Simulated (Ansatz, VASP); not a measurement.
## Cross-check of H11C5 (amorphous polyisobutylene at 400 K) between VASP and Ansatz

One calculation is typed for both programs; each brings its own data sets. How far apart do they land? The cell is taken from a series of runs on this material, whose earlier steps may have relaxed, scaled, displaced or heated it; both programs get it as it stands.

Program: Ansatz 0.2.0. Level of theory: plane waves, with VASP 6.6.1 beside it; single point at PBE. Results are calculated unless marked as measured.

### 1. Set-up

The cell holds 64 atoms: 20 C and 44 H. Its edges and angles: a = 8.318 Å, b = 8.318 Å, c = 8.318 Å, α = 90.0°, β = 90.0°, γ = 90.0°. As first built, before any earlier steps moved the atoms (in the runner's words): 2 polyisobutylene chains of 2 units placed at random, at 0.821 g/cm^3; overlaps pushed apart, then 20 ps at 800 K with MMFF94 bonds, angles, torsions, charges and radii (Halgren, J. Comput. Chem. 17, 490 (1996)) in harmonic and 12-6 forms; charges of ions scaled by 0.8. Snapshot after 30 ps at 400 K and fixed volume. Then every atom was moved at random, 0.03 A r.m.s. a Cartesian component (hydrogen 0.6 of that).

### 2. Ansatz: single point, PBE

Ansatz runs on its default PAW (the set named soft_2) files.

With cell and atoms fixed, the geometry can't cause a difference; cores, projectors, grids and the points listed under the comparison can.

Input file input.yaml:

```yaml
crystal:
  lattice:
    - [8.31826, 0.0, 0.0]
    - [0.0, 8.31826, 0.0]
    - [0.0, 0.0, 8.31826]
  atoms:
    - { symbol: C, position: [0.5936, 0.16654, 0.11106] }
    - { symbol: C, position: [0.61641, 0.2212, 0.27984] }
    - { symbol: C, position: [0.50005, 0.18472, 0.40307] }
    - { symbol: C, position: [0.55768, 0.22241, 0.57876] }
    - { symbol: C, position: [0.48849, 0.00798, 0.42325] }
    - { symbol: C, position: [0.32421, 0.24295, 0.36152] }
    - { symbol: C, position: [0.28289, 0.42397, 0.36809] }
    - { symbol: C, position: [0.24125, 0.47848, 0.54228] }
    - { symbol: C, position: [0.11966, 0.44058, 0.27762] }
    - { symbol: C, position: [0.41408, 0.54194, 0.29701] }
    - { symbol: H, position: [0.47243, 0.189, 0.05234] }
    - { symbol: H, position: [0.6713, 0.22407, 0.02038] }
    - { symbol: H, position: [0.63382, 0.04926, 0.08281] }
    - { symbol: H, position: [0.74052, 0.16626, 0.31069] }
    - { symbol: H, position: [0.65606, 0.34496, 0.28493] }
    - { symbol: H, position: [0.46881, 0.18482, 0.65986] }
    - { symbol: H, position: [0.67043, 0.18421, 0.60976] }
    - { symbol: H, position: [0.56588, 0.3535, 0.58919] }
    - { symbol: H, position: [0.61614, 0.96095, 0.4401] }
    - { symbol: H, position: [0.42951, 0.94266, 0.5231] }
    - { symbol: H, position: [0.43293, 0.94744, 0.31159] }
    - { symbol: H, position: [0.23711, 0.16507, 0.42816] }
    - { symbol: H, position: [0.28719, 0.21581, 0.24006] }
    - { symbol: H, position: [0.20841, 0.60694, 0.53677] }
    - { symbol: H, position: [0.34141, 0.46487, 0.61004] }
    - { symbol: H, position: [0.1372, 0.41448, 0.59283] }
    - { symbol: H, position: [0.10885, 0.56641, 0.23937] }
    - { symbol: H, position: [0.11952, 0.38532, 0.16173] }
    - { symbol: H, position: [0.0201, 0.40796, 0.34613] }
    - { symbol: H, position: [0.49461, 0.57386, 0.38051] }
    - { symbol: H, position: [0.46574, 0.48439, 0.18384] }
    - { symbol: H, position: [0.35534, 0.65045, 0.25649] }
    - { symbol: C, position: [0.18245, 0.89582, 0.02227] }
    - { symbol: C, position: [0.14041, 0.90542, 0.85617] }
    - { symbol: C, position: [0.97768, 0.97757, 0.82645] }
    - { symbol: C, position: [0.97378, 0.01343, 0.65135] }
    - { symbol: C, position: [0.96816, 0.13959, 0.91069] }
    - { symbol: C, position: [0.83712, 0.86585, 0.88883] }
    - { symbol: C, position: [0.80112, 0.7044, 0.85101] }
    - { symbol: C, position: [0.92329, 0.56008, 0.87365] }
    - { symbol: C, position: [0.6572, 0.64211, 0.97068] }
    - { symbol: C, position: [0.73145, 0.69498, 0.68181] }
    - { symbol: H, position: [0.22699, 0.00565, 0.0649] }
    - { symbol: H, position: [0.08654, 0.86258, 0.09606] }
    - { symbol: H, position: [0.27723, 0.79089, 0.04581] }
    - { symbol: H, position: [0.23268, 0.9802, 0.8087] }
    - { symbol: H, position: [0.15499, 0.78914, 0.79096] }
    - { symbol: H, position: [0.954, 0.14044, 0.63033] }
    - { symbol: H, position: [0.08908, 0.01118, 0.57809] }
    - { symbol: H, position: [0.87638, 0.96359, 0.58986] }
    - { symbol: H, position: [0.94643, 0.12156, 0.04205] }
    - { symbol: H, position: [0.86934, 0.20653, 0.85168] }
    - { symbol: H, position: [0.06691, 0.21092, 0.90167] }
    - { symbol: H, position: [0.8489, 0.8671, 0.022] }
    - { symbol: H, position: [0.72484, 0.93515, 0.88302] }
    - { symbol: H, position: [0.95248, 0.55392, 0.00292] }
    - { symbol: H, position: [0.01791, 0.5731, 0.78247] }
    - { symbol: H, position: [0.88568, 0.4374, 0.83167] }
    - { symbol: H, position: [0.69354, 0.65493, 0.10167] }
    - { symbol: H, position: [0.55414, 0.70752, 0.95245] }
    - { symbol: H, position: [0.64169, 0.51177, 0.96579] }
    - { symbol: H, position: [0.82559, 0.71577, 0.58809] }
    - { symbol: H, position: [0.64379, 0.78583, 0.66121] }
    - { symbol: H, position: [0.67129, 0.57145, 0.64156] }
kpoints:
  mp_grid: { grid: [1, 1, 1] }
hamiltonian:
  xc: pbe
scf:
  occupations: { method: fermi_dirac, width: 0.05 }
output:
  forces: true
  eigenvalues: true
  populations: true
  stress: true
```

The run is started by

```sh
> ansatz run input.yaml --threads 4 --pin off --max-ram 8192MiB --backend cpu --events-out ev --progress --plain --runs-dir out
```

Numbers of over 12 decimals in the logs are rounded to 6 here.

The log of the run:

```text
Engine: ansatz 0.2.0, aarch64-unknown-linux-gnu
Pseudopotentials: kind: paw
Pseudopotential: C, paw, valence charge 4, recommended cutoff 420 eV (normal), C.paw.azcp
Pseudopotential: H, paw, valence charge 1, recommended cutoff 420 eV (normal), H.paw.azcp
Functional definition: PBE
  parameter kappa = 0.804
  parameter beta = 0.066725
  exchange = pbe_x(kappa = kappa, mu = beta*pi^2/3)
  correlation = pbe_c(beta = beta)
Crystal: 64 atoms, lattice volume = 575.569 Å³
Basis set: ecut = 420 eV, 11123 PW (Γ), exchange–correlation on 120×120×120 points (8 copies of the dense FFT grid, shifted against one another)
Bands: 126, of which v1, the nominal top of the filled ones, is band 62 counted from 1 (61 counted from 0)
Symmetry: 1 space group operations
Space group: P1 (ITA 1), of the structure as read, at distance tolerance 8.3e-5 Å
k-points: 1
Non-local potential: C, projectors of the file, l = 0: 2, l = 1: 2, l = 2: 1
Non-local potential: H, projectors of the file, l = 0: 2, l = 1: 1
PAW form: soft (Blöchl's): semilocal exchange-correlation on the pseudo side does not see the compensation charge
PAW one-centre angular grid: C, 110 points (default); XC on 64 Gauss nodes
PAW one-centre angular grid: H, 110 points (default); XC on 64 Gauss nodes
Initial density: superposition of atomic densities (neutral atoms: chi_scale 0, normalization atom), corrected by the library's trained network
Initial wavefunctions: pseudopotential atomic-orbital guess
Functional: x = pbe(κ = 0.804, μ = 0.219515), c = pbe(β = 0.066725)
SCF iter   1: F=—  HF=-5723.314914 eV  |F-HF|=—  |Δ(HF+E_count)|=         —  Δρ=4.56e-3  dr2=1.16e-1  ethr=1.77e-3  ⟨swp⟩=6.0  Hψ=599  notcnv=0  defer=21
preconditioner: auto → Resta (q_TF=auto, 2.112 Å⁻¹)  ε∞=2.2  [insulator: Δε(μ)=5.381 eV  Ē_g=15.588 eV  σ=0.050 eV  W_gap=1.00  n_scr=80 (ndim 8)  ℏωp=17.2 eV  f_vac=0.212  D(μ)=0.00/eV (n_scr^D=0)  ε∞_Penn≈2.2]
SCF iter   2: F=—  HF=-5723.310974 eV  |F-HF|=—  |Δ(HF+E_count)|=   3.94e-3  Δρ=1.93e-3  dr2=2.35e-2  ethr=9.37e-5  ⟨swp⟩=3.0  Hψ=214  notcnv=0  defer=57
SCF iter   3: F=—  HF=-5723.319809 eV  |F-HF|=—  |Δ(HF+E_count)|=   8.83e-3  Δρ=6.79e-4  dr2=3.52e-3  ethr=1.90e-5  ⟨swp⟩=3.0  Hψ=137  notcnv=0  defer=57
SCF iter   4: F=—  HF=-5723.320939 eV  |F-HF|=—  |Δ(HF+E_count)|=   1.13e-3  Δρ=1.68e-4  dr2=2.65e-4  ethr=2.84e-6  ⟨swp⟩=2.0  Hψ=120  notcnv=0  defer=57
SCF iter   5: F=—  HF=-5723.320943 eV  |F-HF|=—  |Δ(HF+E_count)|=   4.85e-6  Δρ=5.79e-5  dr2=2.76e-5  ethr=2.14e-7  ⟨swp⟩=2.0  Hψ=125  notcnv=0  defer=57
SCF iter   6: F=—  HF=-5723.321489 eV  |F-HF|=—  |Δ(HF+E_count)|=   5.45e-4  Δρ=2.06e-5  dr2=2.72e-6  ethr=2.23e-8  ⟨swp⟩=2.0  Hψ=130  notcnv=0  defer=57
SCF iter   7: F=—  HF=-5723.321488 eV  |F-HF|=—  |Δ(HF+E_count)|=   1.08e-6  Δρ=4.21e-6  dr2=1.22e-7  ethr=2.19e-9  ⟨swp⟩=2.0  Hψ=128  notcnv=0  defer=57
SCF iter   8: F=-5723.321488 eV  HF=-5723.321488 eV  |F-HF|=1.53e-8  |Δ(HF+E_count)|=   3.26e-8  Δρ=1.79e-6  dr2=2.28e-8  ethr=8.06e-11  ⟨swp⟩=14.0  Hψ=856  notcnv=0
SCF 1 converged in 8 iterations: F = -5723.321488 eV  dr2 = 2.28e-8
  greatest PAW one-centre occupation: 0.671 electrons in one spin orbital (limit 2), on the C atom at site 3 (counted from 0), in its partial waves of l = 0
SCF converged after 8 iterations
Free energy (F): -5723.321488 eV
Harris-Foulkes:  -5723.321488 eV  (|F-HF|=1.53e-8)
Internal energy: -5723.321488 eV  (E = F + TS)
E sigma→0 (E₀):  -5723.321488 eV
Fermi energy:    0.810786 eV
--- Per-component energies (eV) ---
  E_band       = -876.512914
  E_kinetic    = 2466.232769
  E_local      = -7553.944807  (includes V_loc(G=0)·N_el)
  E_nonlocal   = 619.129681
  E_hartree    = 2740.323605
  E_xc         = -1371.231238
  E_vxc        = -1718.679474  (∫ρ·V_xc dr)
  E_paw        = -2014.063863  (= ΣΔE_a)
  E_vpaw       = -169.840711  (= ΣTr[D̂ρ^β])
  E_aug_tail   = -0.061820  (compensation charges beyond the density's cutoff)
  E_ewald      = -609.705814
  E_smearing   = -0.000000  (= −TS)
  E_closure    = -0.000000  (closes the sum)
  Σ components = -5723.321488   (vs F -5723.321488, Δ=0.00e0)
--- Forces (eV/Å), atoms counted from 1 ---
  atom   1  C     -1.34162383     1.22905710    -2.54370438
  atom   2  C      4.33744769     0.24420128    -0.63946512
  atom   3  C     -2.46734789    -1.11037632     2.74793238
  atom   4  C     -1.77543574     3.61260194    -2.31357218
  atom   5  C      0.69541218    -3.98126117    -1.91121875
  atom   6  C      0.44006055     0.38346253     0.68359383
  atom   7  C     -1.29540153     0.33307098     0.80011320
  atom   8  C     -2.06583092     0.72907875    -2.40896339
  atom   9  C      2.33010738     1.83295279    -1.06697060
  atom  10  C     -3.28904392    -2.76135566    -3.48281654
  atom  11  H      0.60342775    -0.41265603     0.81990071
  atom  12  H      0.18971523     0.81164109     0.56904140
  atom  13  H     -0.31648856    -1.73293557     0.40778789
  atom  14  H     -1.21501033     0.13270407     0.19928042
  atom  15  H     -0.38410281     0.80794892    -0.16379807
  atom  16  H     -1.07043052    -0.61915402     1.21472133
  atom  17  H      2.47103212    -1.46404716     0.32902572
  atom  18  H      0.01304848     0.30881988     0.30708805
  atom  19  H     -0.87706916     0.13248523    -0.60156506
  atom  20  H     -0.48262600     1.09396565     0.16055815
  atom  21  H      0.79727572     0.39839932     0.90498360
  atom  22  H      0.31144200     0.74704017     0.24585986
  atom  23  H      0.69687191    -0.70277033    -0.81307281
  atom  24  H      0.04420802    -0.04239497     0.18989582
[...]
atom  57  H      0.86350409     0.42752903     0.82583421
  atom  58  H     -0.93112751     0.97446841     0.58146745
  atom  59  H     -0.09074597     0.39962592    -0.94158743
  atom  60  H     -2.41791964     1.21588037    -0.40045484
  atom  61  H     -0.29071291    -0.01435534    -0.71583500
  atom  62  H     -0.25134146    -0.14040321     0.41522884
  atom  63  H     -0.91902980     0.81270089    -0.05959965
  atom  64  H      0.96772648     1.75525860     1.00963120
  max |Σ_I F_I| component: 2.74e-5 eV/Å
--- Stress (GPa, compression-positive) ---
        4.848066      -0.086602       1.101427
       -0.086602       4.181779       1.309559
        1.101427       1.309559       4.216462
  P = ⅓ Tr σ = 4.4154 GPa (44.154 kbar)
--- Band table (eV) ---
  k-point 0: bands = [... 58 lower, -2.4122, -2.3331, -1.9680, -1.8897, 3.5017, 4.2210, 4.8121, 5.0927, ... 60 higher]
--- Löwdin populations: 64 sites ---
  site symbol       q [e]
     0      C      4.4649
     1      C      4.2606
     2      C      3.9147
     3      C      4.4842
     4      C      4.4253
     5      C      4.2838
     6      C      3.9011
     7      C      4.4765
     8      C      4.4867
     9      C      4.4763
    10      H      0.8440
    11      H      0.8176
    12      H      0.8079
    13      H      0.8471
    14      H      0.8182
    15      H      0.8001
    16      H      0.7975
    17      H      0.8424
    18      H      0.8502
    19      H      0.8266
    20      H      0.8536
    21      H      0.8426
    22      H      0.8300
    23      H      0.8279
[...]
56      H      0.8293
    57      H      0.8316
    58      H      0.8374
    59      H      0.8009
    60      H      0.8186
    61      H      0.8297
    62      H      0.8206
    63      H      0.8644
  spilling = 0.011300 (of n_electrons = 124.000000)
```

In the SCF lines HF is the Harris–Foulkes energy and dr2 the Hartree energy of the density residual, in eV; the loop may stop once dr2 is under the threshold and the program's other checks hold. Hψ counts applications of the Hamiltonian.

The run ends at a pressure of 4.42 GPa, with forces up to 6.8 eV/Å.

[end of part 1 of 2]

[Lines on the potential files, build, host, timing and source positions are cut from VASP's logs without a mark.]

[Logs are printed without paths, hosts, clocks, repeated set-up lines and the standing remarks that a program may print on its own settings, such as how far it seeks lower states.]

[Hosts, paths, dates, database ids (printed as entryN), source tags and the programs' standing remarks are cut or masked in the printed files.]

[The MMFF94 radii named for the starting cell were scaled by 0.96; in molecules described by MMFF94, hydrogen bound to N, O or S took a small fixed 12-6 site in their place.]
